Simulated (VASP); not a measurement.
These are r2SCAN meta-GGA, VASP's PBE PAW potentials (set 64) (plane waves; VASP) values and carry that method's errors.

Input for VASP

### INCAR
```
NELM = 100
SYSTEM = SrCl2
NSW = 1   ! most ionic steps
SIGMA = 0.05   ! width (eV)
LWAVE = .False.
LREAL = .False.   ! projection in real space or not
LMIXTAU = .True.
ISMEAR = 0
POTIM = 0.015   ! step
IBRION = 6
LMAXMIX = 4   ! l cut-off of mixed one-centre charges
EDIFF = 1E-7   ! SCF stop (eV)
METAGGA = R2SCAN
PREC = Accurate
LCHARG = .False.
LPHON_DISPERSION = .True.
ALGO = Normal
ENCUT = 400   ! plane-wave cut-off (eV)
ISIF = 2
NFREE = 2
LASPH = .True.
```

**POSCAR**
```
SrCl2
13.9916920
  0.0000000000   0.4999999938   0.4999999938
  0.4999999938   0.0000000000   0.4999999938
  0.4999999938   0.4999999938   0.0000000000
Sr Cl
8 16
Direct
  0.0000000000   0.0000000000   0.0000000000
  0.0000000000   0.0000000000   0.5000000000
  0.0000000000   0.5000000000   0.0000000000
  0.0000000000   0.5000000000   0.5000000000
  0.5000000000   0.0000000000   0.0000000000
  0.5000000000   0.0000000000   0.5000000000
  0.5000000000   0.5000000000   0.0000000000
  0.5000000000   0.5000000000   0.5000000000
  0.1250000000   0.1250000000   0.1250000000
  0.1250000000   0.1250000000   0.6250000000
  0.1250000000   0.6250000000   0.1250000000
  0.1250000000   0.6250000000   0.6250000000
  0.6250000000   0.1250000000   0.1250000000
  0.6250000000   0.1250000000   0.6250000000
  0.6250000000   0.6250000000   0.1250000000
  0.6250000000   0.6250000000   0.6250000000
  0.3750000000   0.3750000000   0.3750000000
  0.3750000000   0.3750000000   0.8750000000
  0.3750000000   0.8750000000   0.3750000000
  0.3750000000   0.8750000000   0.8750000000
  0.8750000000   0.3750000000   0.3750000000
  0.8750000000   0.3750000000   0.8750000000
  0.8750000000   0.8750000000   0.3750000000
  0.8750000000   0.8750000000   0.8750000000
```

**QPOINTS**
```
k-points along high-symmetry lines
13
Line-mode
Cartesian
  0.000000   0.000000   0.000000 ! GAMMA
  0.000000   0.142942   0.000000 ! X

  0.000000   0.142942   0.000000 ! X
  0.035735   0.142942   0.035735 ! U

  0.107206   0.107206   0.000000 ! K
  0.000000   0.000000   0.000000 ! GAMMA

  0.000000   0.000000   0.000000 ! GAMMA
  0.071471   0.071471   0.071471 ! L

  0.071471   0.071471   0.071471 ! L
  0.071471   0.142942   0.000000 ! W

  0.071471   0.142942   0.000000 ! W
  0.000000   0.142942   0.000000 ! X
```

File KPOINTS:
```
Automatic mesh
0
Gamma
2 2 2
0 0 0
```

POTCAR, in this order: Sr_sv Cl (PBE.64 set). Program: vasp_std.

The resulting files:

**OSZICAR**
```
       N       E                     dE             d eps       ncg     rms          rms(c)
DAV:   1     0.114324425876E+04    0.11432E+04   -0.78951E+04   690   0.124E+03
DAV:   2    -0.198892192874E+03   -0.13421E+04   -0.12997E+04   891   0.304E+02
DAV:   3    -0.332747313652E+03   -0.13386E+03   -0.13331E+03   852   0.887E+01
DAV:   4    -0.339954346089E+03   -0.72070E+01   -0.71892E+01  1140   0.204E+01
DAV:   5    -0.340469396346E+03   -0.51505E+00   -0.51490E+00  1092   0.357E+00    0.325E+01
DAV:   6    -0.309157817768E+03    0.31312E+02   -0.18908E+01   884   0.117E+01    0.225E+01
DAV:   7    -0.271597119139E+03    0.37561E+02   -0.11820E+01   806   0.110E+01    0.497E+00
DAV:   8    -0.284313547782E+03   -0.12716E+02   -0.95412E+00   836   0.919E+00    0.386E+00
DAV:   9    -0.285264563628E+03   -0.95102E+00   -0.69876E-01   817   0.269E+00    0.294E+00
DAV:  10    -0.285312492334E+03   -0.47929E-01   -0.27405E-01   756   0.170E+00    0.141E+00
DAV:  11    -0.285490219293E+03   -0.17773E+00   -0.93054E-01   705   0.389E+00    0.220E+00
DAV:  12    -0.285110807558E+03    0.37941E+00   -0.34190E-01   702   0.258E+00    0.979E-01
DAV:  13    -0.285290675383E+03   -0.17987E+00   -0.21723E-01   702   0.196E+00    0.792E-01
DAV:  14    -0.285384657589E+03   -0.93982E-01   -0.37182E-02   766   0.871E-01    0.557E-01
DAV:  15    -0.285488075111E+03   -0.10342E+00   -0.37717E-02   750   0.734E-01    0.137E-01
DAV:  16    -0.285499030968E+03   -0.10956E-01   -0.31467E-03   780   0.276E-01    0.101E-01
DAV:  17    -0.285499571950E+03   -0.54098E-03   -0.16160E-03   740   0.155E-01    0.830E-02
DAV:  18    -0.285500431078E+03   -0.85913E-03   -0.56675E-04   748   0.117E-01    0.818E-02
DAV:  19    -0.285500867346E+03   -0.43627E-03   -0.18695E-04   780   0.577E-02    0.250E-02
DAV:  20    -0.285500945470E+03   -0.78124E-04   -0.66563E-05   780   0.312E-02    0.170E-02
DAV:  21    -0.285500946233E+03   -0.76225E-06   -0.68737E-06   804   0.114E-02    0.801E-03
DAV:  22    -0.285500948900E+03   -0.26668E-05   -0.47003E-06   756   0.923E-03    0.327E-03
DAV:  23    -0.285500949538E+03   -0.63883E-06   -0.11714E-06   708   0.526E-03    0.176E-03
DAV:  24    -0.285500950080E+03   -0.54130E-06   -0.10566E-06   660   0.497E-03    0.180E-03
DAV:  25    -0.285500950573E+03   -0.49306E-06   -0.10687E-07   484   0.151E-03    0.120E-03
DAV:  26    -0.285500950695E+03   -0.12276E-06   -0.83671E-08   468   0.134E-03    0.130E-04
DAV:  27    -0.285500950790E+03   -0.95029E-07   -0.16565E-08   468   0.574E-04
   1 F= -.28550095E+03 E0= -.28550095E+03  d E =-.283723E-16
 Found     2 degrees of freedom:
       N       E                     dE             d eps       ncg     rms          rms(c)
DAV:   1    -0.285497690422E+03    0.32603E-02   -0.49309E-01   920   0.159E+00    0.315E-01
DAV:   2    -0.285499805117E+03   -0.21147E-02   -0.15520E-02   946   0.324E-01    0.148E-01
DAV:   3    -0.285500394459E+03   -0.58934E-03   -0.14174E-03  1136   0.108E-01    0.629E-02
DAV:   4    -0.285500392745E+03    0.17144E-05   -0.32259E-04  1000   0.645E-02    0.239E-02
DAV:   5    -0.285500496770E+03   -0.10403E-03   -0.11230E-04  1024   0.373E-02    0.623E-03
DAV:   6    -0.285500500259E+03   -0.34893E-05   -0.18893E-05  1432   0.137E-02    0.660E-03
DAV:   7    -0.285500501354E+03   -0.10948E-05   -0.25043E-06  1200   0.567E-03    0.392E-03
DAV:   8    -0.285500503388E+03   -0.20345E-05   -0.36587E-06   984   0.758E-03    0.150E-03
DAV:   9    -0.285500503745E+03   -0.35635E-06   -0.88701E-07  1080   0.342E-03    0.699E-04
DAV:  10    -0.285500503842E+03   -0.96972E-07   -0.17321E-07   784   0.159E-03
   2 F= -.28550050E+03 E0= -.28550050E+03  d E =-.290574E-16
       N       E                     dE             d eps       ncg     rms          rms(c)
DAV:   1    -0.285490120191E+03    0.10384E-01   -0.18326E+00   920   0.273E+00    0.631E-01
DAV:   2    -0.285497661093E+03   -0.75409E-02   -0.63705E-02   937   0.616E-01    0.295E-01
DAV:   3    -0.285500090580E+03   -0.24295E-02   -0.54348E-03  1136   0.212E-01    0.127E-01
DAV:   4    -0.285500059632E+03    0.30947E-04   -0.12528E-03  1008   0.126E-01    0.477E-02
DAV:   5    -0.285500472987E+03   -0.41336E-03   -0.46089E-04  1024   0.743E-02    0.124E-02
DAV:   6    -0.285500490583E+03   -0.17595E-04   -0.76451E-05  1400   0.274E-02    0.127E-02
DAV:   7    -0.285500493864E+03   -0.32810E-05   -0.10818E-05  1192   0.120E-02    0.761E-03
DAV:   8    -0.285500501852E+03   -0.79882E-05   -0.15236E-05  1000   0.154E-02    0.295E-03
DAV:   9    -0.285500503304E+03   -0.14518E-05   -0.36477E-06  1048   0.707E-03    0.139E-03
DAV:  10    -0.285500503743E+03   -0.43946E-06   -0.73536E-07  1008   0.313E-03    0.758E-04
DAV:  11    -0.285500503844E+03   -0.10079E-06   -0.20348E-07   760   0.178E-03    0.413E-04
DAV:  12    -0.285500503874E+03   -0.29464E-07   -0.62269E-08   640   0.965E-04
   3 F= -.28550050E+03 E0= -.28550050E+03  d E =-.376592E-16
       N       E                     dE             d eps       ncg     rms          rms(c)
DAV:   1    -0.285495828241E+03    0.46756E-02   -0.94578E-01  1150   0.228E+00    0.376E-01
DAV:   2    -0.285499215178E+03   -0.33869E-02   -0.34466E-02  1186   0.502E-01    0.175E-01
DAV:   3    -0.285500516824E+03   -0.13016E-02   -0.18768E-03  1350   0.144E-01    0.120E-01
DAV:   4    -0.285499933182E+03    0.58364E-03   -0.10900E-03  1260   0.116E-01    0.411E-02
DAV:   5    -0.285500492904E+03   -0.55972E-03   -0.83664E-04  1193   0.106E-01    0.147E-02
DAV:   6    -0.285500596901E+03   -0.10400E-03   -0.87438E-05  1340   0.337E-02    0.111E-02
DAV:   7    -0.285500602975E+03   -0.60742E-05   -0.12747E-05  1780   0.104E-02    0.671E-03
DAV:   8    -0.285500599275E+03    0.36995E-05   -0.35811E-06  1308   0.745E-03    0.276E-03
DAV:   9    -0.285500602538E+03   -0.32632E-05   -0.43325E-06  1244   0.871E-03    0.115E-03
DAV:  10    -0.285500603453E+03   -0.91495E-06   -0.77726E-07  1300   0.361E-03    0.109E-03
DAV:  11    -0.285500603229E+03    0.22425E-06   -0.27902E-07  1092   0.207E-03    0.602E-04
DAV:  12    -0.285500603368E+03   -0.13920E-06   -0.24964E-07  1012   0.197E-03    0.512E-04
DAV:  13    -0.285500603414E+03   -0.46090E-07   -0.67071E-08   804   0.841E-04
   4 F= -.28550060E+03 E0= -.28550060E+03  d E =-.662812E-16
       N       E                     dE             d eps       ncg     rms          rms(c)
DAV:   1    -0.285496203762E+03    0.43996E-02   -0.15007E+00  1153   0.212E+00    0.428E-01
DAV:   2    -0.285498414608E+03   -0.22108E-02   -0.42421E-02  1292   0.486E-01    0.192E-01
DAV:   3    -0.285500293344E+03   -0.18787E-02   -0.28948E-03  1186   0.181E-01    0.142E-01
DAV:   4    -0.285499236987E+03    0.10564E-02   -0.21793E-03  1184   0.153E-01    0.791E-02
DAV:   5    -0.285500446967E+03   -0.12100E-02   -0.17689E-03  1170   0.141E-01    0.344E-02
DAV:   6    -0.285500580310E+03   -0.13334E-03   -0.98917E-05  1396   0.308E-02    0.155E-02
DAV:   7    -0.285500599749E+03   -0.19439E-04   -0.15956E-05  1553   0.114E-02    0.912E-03
DAV:   8    -0.285500599962E+03   -0.21293E-06   -0.59863E-06  1332   0.903E-03    0.402E-03
DAV:   9    -0.285500601786E+03   -0.18237E-05   -0.39451E-06  1212   0.833E-03    0.164E-03
DAV:  10    -0.285500603202E+03   -0.14158E-05   -0.14345E-06  1212   0.446E-03    0.127E-03
DAV:  11    -0.285500602827E+03    0.37477E-06   -0.47409E-07  1220   0.238E-03    0.117E-03
DAV:  12    -0.285500603181E+03   -0.35338E-06   -0.11224E-07   796   0.145E-03    0.981E-04
DAV:  13    -0.285500603247E+03   -0.66690E-07   -0.59814E-08   732   0.810E-04
   5 F= -.28550060E+03 E0= -.28550060E+03  d E =-.992397E-16
```

### OUTCAR
```
------------------------ aborting loop because EDIFF is reached ----------------------------------------
  FORCE on cell =-STRESS in cart. coord.  units (eV):
  Direction    XX          YY          ZZ          XY          YZ          ZX
  --------------------------------------------------------------------------------------
  Total       -0.0712935     -0.0721244     -0.0721244      0.0000000      0.0381753      0.0000000
  in kB       -0.1668053     -0.1687494     -0.1687494      0.0000000      0.0893186      0.0000000
  external PRESSURE =      -0.1681014 kB  Pullay stress =       0.0000000 kB
  volume of cell :      684.78
      direct lattice vectors                 reciprocal lattice vectors
     0.000000000  6.995845913  6.995845913    -0.071470985  0.071470985  0.071470985
     6.995845913  0.000000000  6.995845913     0.071470985 -0.071470985  0.071470985
     6.995845913  6.995845913  0.000000000     0.071470985  0.071470985 -0.071470985
 POSITION                                       TOTAL-FORCE (eV/Angst)
 -----------------------------------------------------------------------------------
      0.00000      0.00000      0.00000        -0.006240     -0.002784     -0.002784
      3.49792      3.49792      0.00000        -0.005918     -0.002400      0.002400
      3.49792      0.00000      3.49792        -0.005918      0.002400     -0.002400
      6.99585      3.49792      3.49792         0.000996      0.001196      0.001196
      0.00000      3.49792      3.49792        -0.006240      0.002784      0.002784
      3.49792      6.99585      3.49792         0.001025      0.001208     -0.001208
      3.49792      3.49792      6.99585         0.001025     -0.001208      0.001208
      6.99585      6.99585      6.99585         0.000996     -0.001196     -0.001196
      1.73396      1.74896      1.74896         0.046434      0.000000      0.000000
      5.24688      5.24688      1.74896        -0.000604     -0.001980      0.000001
      5.24688      1.74896      5.24688        -0.000604      0.000001     -0.001980
      8.74481      5.24688      5.24688         0.000617      0.000000      0.000000
      1.74896      5.24688      5.24688         0.000626      0.000000      0.000000
      5.24688      8.74481      5.24688        -0.000604     -0.000001      0.001980
      5.24688      5.24688      8.74481        -0.000604      0.001980     -0.000001
      8.74481      8.74481      8.74481        -0.002325     -0.000000      0.000000
      5.24688      5.24688      5.24688         0.000295      0.000000      0.000000
      8.74481      8.74481      5.24688         0.002014     -0.000159     -0.000045
      8.74481      5.24688      8.74481         0.002014     -0.000045     -0.000159
     12.24273      8.74481      8.74481        -0.014049     -0.000000     -0.000000
      5.24688      8.74481      8.74481        -0.013620      0.000000      0.000000
      8.74481     12.24273      8.74481         0.002014      0.000045      0.000159
      8.74481      8.74481     12.24273         0.002014      0.000159      0.000045
     12.24273     12.24273     12.24273        -0.003340      0.000000      0.000000
 -----------------------------------------------------------------------------------
    total drift:                               -0.000681      0.000000      0.000000
  FREE ENERGIE OF THE ION-ELECTRON SYSTEM (eV)
  ---------------------------------------------------
  free  energy   TOTEN  =      -285.5006032472 eV

  energy  without entropy=     -285.5006032472  energy(sigma->0) =     -285.50060325
```
(Selected blocks of OUTCAR.)

The cell is a supercell, built from SrCl2 (fluorite).
